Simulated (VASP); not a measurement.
Output of a VASP run:

OSZICAR:
```
       N       E                     dE             d eps       ncg     rms          rms(c)
DAV:   1     0.379897052797E+02    0.37990E+02   -0.56991E+03  2698   0.204E+03
DAV:   2    -0.165283572328E+01   -0.39643E+02   -0.37781E+02  2621   0.195E+02
DAV:   3    -0.210292331158E+01   -0.45009E+00   -0.44904E+00  3028   0.299E+01
DAV:   4    -0.210629030594E+01   -0.33670E-02   -0.33667E-02  3261   0.238E+00
DAV:   5    -0.210632783065E+01   -0.37525E-04   -0.37524E-04  3080   0.199E-01    0.762E+00
DAV:   6    -0.158657116579E+01    0.51976E+00   -0.16594E+01  2741   0.956E+01    0.385E+00
DAV:   7    -0.122552505900E+01    0.36105E+00   -0.25836E+00  2812   0.376E+01    0.550E-01
DAV:   8    -0.121460351848E+01    0.10922E-01   -0.54296E-03  3026   0.144E+00    0.311E-01
DAV:   9    -0.121288496709E+01    0.17186E-02   -0.11506E-02  2883   0.230E+00    0.314E-02
DAV:  10    -0.121288763186E+01   -0.26648E-05   -0.58835E-05  3881   0.158E-01    0.746E-03
DAV:  11    -0.121288776932E+01   -0.13746E-06   -0.91579E-07  2563   0.184E-02
   1 F= -.12128878E+01 E0= -.12128175E+01  d E =-.121289E+01
       N       E                     dE             d eps       ncg     rms          rms(c)
DAV:   1    -0.121613015801E+01   -0.32425E-02   -0.61935E-02  2741   0.642E+00    0.467E-01
DAV:   2    -0.121403951144E+01    0.20906E-02   -0.49513E-02  2736   0.508E+00    0.190E-01
DAV:   3    -0.121301796641E+01    0.10215E-02   -0.78934E-03  2719   0.208E+00    0.657E-02
DAV:   4    -0.121293142132E+01    0.86545E-04   -0.10799E-04  3539   0.132E-01    0.216E-03
DAV:   5    -0.121293134356E+01    0.77761E-07   -0.41106E-07  1699   0.827E-03
   2 F= -.12129313E+01 E0= -.12128667E+01  d E =-.435742E-04
```

### OUTCAR
```
------------------------ aborting loop because EDIFF is reached ----------------------------------------
  FORCE on cell =-STRESS in cart. coord.  units (eV):
  Direction    XX          YY          ZZ          XY          YZ          ZX
  --------------------------------------------------------------------------------------
  Total        0.0073198      0.0073198      0.0073198     -0.0000000     -0.0000000      0.0000000
  in kB        1.0007629      1.0007629      1.0007629     -0.0000000     -0.0000000      0.0000000
  external PRESSURE =       1.0007629 kB  Pullay stress =       0.0000000 kB
  volume of cell :       11.72
      direct lattice vectors                 reciprocal lattice vectors
     0.000000000  1.802805131  1.802805131    -0.277345561  0.277345561  0.277345561
     1.802805131 -0.000000000  1.802805131     0.277345561 -0.277345561  0.277345561
     1.802805131  1.802805131 -0.000000000     0.277345561  0.277345561 -0.277345561
 POSITION                                       TOTAL-FORCE (eV/Angst)
 -----------------------------------------------------------------------------------
      1.80281     -0.00000      1.80281         0.000000      0.000000     -0.000000
 -----------------------------------------------------------------------------------
    total drift:                               -0.000000     -0.000000     -0.000000
  FREE ENERGIE OF THE ION-ELECTRON SYSTEM (eV)
  ---------------------------------------------------
  free  energy   TOTEN  =        -1.2129313436 eV

  energy  without entropy=       -1.2127373826  energy(sigma->0) =       -1.21286669

 reached required accuracy - stopping structural energy minimisation
```
(Selected blocks of OUTCAR.)

POSCAR:
```
Cu
1
    0.0000000000     1.8050000000     1.8050000000
    1.8050000000     0.0000000000     1.8050000000
    1.8050000000     1.8050000000     0.0000000000
Cu
1
Direct
  0.0000000000   0.0000000000   0.0000000000
```

Write an INCAR and KPOINTS that could have produced this output.

One answer among several that fit: the input of the run itself, rev-vdW-DF2, plane waves, VASP's PBE PAW potentials (set 64).

**KPOINTS**
```
K-points
0
G
16 16 16
0 0 0
```

INCAR:
```
LCHARG = .False.
EDIFFG = -0.01
ENCUT = 520   # plane-wave cut-off (eV)
LMAXMIX = 4   # l cut-off of mixed one-centre charges
NSW = 60
LWAVE = .False.
LUSE_VDW = .True.
GGA = MK
LASPH = .True.
ZAB_VDW = -1.8867
IBRION = 2   # conjugate gradients
PARAM2 = 0.7114
NELM = 100   # most electronic steps
ISIF = 3
ALGO = Normal   # blocked Davidson
PARAM1 = 0.1234568
ISMEAR = 1
EDIFF = 1E-6   # SCF stop (eV)
AGGAC = 0.0
SIGMA = 0.1   # width (eV)
PREC = Accurate
SYSTEM = Cu
LREAL = .False.   # projection in real space or not
```

POTCAR, in this order: Cu (PBE.64 set). Program: vasp_std.

The compound is Cu in the fcc structure. This run relaxes it. Symmetry was kept, so distortions that lower it aren't found.
